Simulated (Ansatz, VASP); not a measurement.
## Two plane-wave programs on BiW

Contents of INCAR:

```
PREC = Accurate
ENCUT = 520
EDIFF = 1E-6
ISMEAR = -1
SIGMA = 0.1
LREAL = F
LASPH = T
NELM = 80
ALGO = Normal
ISIF = 2
LWAVE = F
LCHARG = F
NBANDS = 22
```

Contents of KPOINTS:

```
Automatic mesh
0
Gamma
  11 11 11
```

Contents of POSCAR:

```
BiW
1.0
    3.2582036885      0.0000000000      0.0000000000
    0.0000000000      3.2582036885      0.0000000000
    0.0000000000      0.0000000000      3.2582036885
W Bi
1 1
Direct
    0.0000000000      0.0000000000      0.0000000000
    0.5000000000      0.5000000000      0.5000000000
```

Input for Ansatz:

```yaml
crystal:
  lattice:
    - [3.2582036885, 0.0, 0.0]
    - [0.0, 3.2582036885, 0.0]
    - [0.0, 0.0, 3.2582036885]
  atoms:
    - { symbol: W, position: [0.0, 0.0, 0.0] }
    - { symbol: Bi, position: [0.5, 0.5, 0.5] }
kpoints:
  mp_grid: { grid: [11, 11, 11] }
scf:
  occupations: { method: fermi_dirac, width: 0.1 }
hamiltonian:
  xc: lda
  pseudopotentials: { kind: paw }
output:
  forces: true
  stress: true
  eigenvalues: true
  populations: true
  write_density: true
  write_potential: true
  elf: true
  volumetric_format: npy
```

Change from the starting cell: volume scaled by 0.9, PAW files.

Alike in both runs: task single point; functional LDA; k mesh 11 × 11 × 11; occupations fermi-dirac, width 0.1 eV; no spin polarisation.

|  | VASP | Ansatz |
| --- | --- | --- |
| version | VASP 6.6.1 | Ansatz 0.2.0 |
| potentials or method | VASP PAW LDA potentials, release 64 (W_sv, Bi_d) | PAW with Ansatz's default frozen-core files, scalar-relativistic |
| plane-wave cutoff (eV) | 520 | 420 |
| valence electrons in the cell | 29 | 29 |

Ansatz gave:

| Property | Result |
| --- | --- |
| pressure (GPa) | 23.1 |

**Question.** Estimate VASP's values.

**Answer.** Pressure (GPa): 24.0.

Caveats: so large a pressure means that the cell lies far from this level's equilibrium, or that cutoff or potentials fall short (VASP); spin-orbit coupling is left out, which moves the levels of the heavy elements.
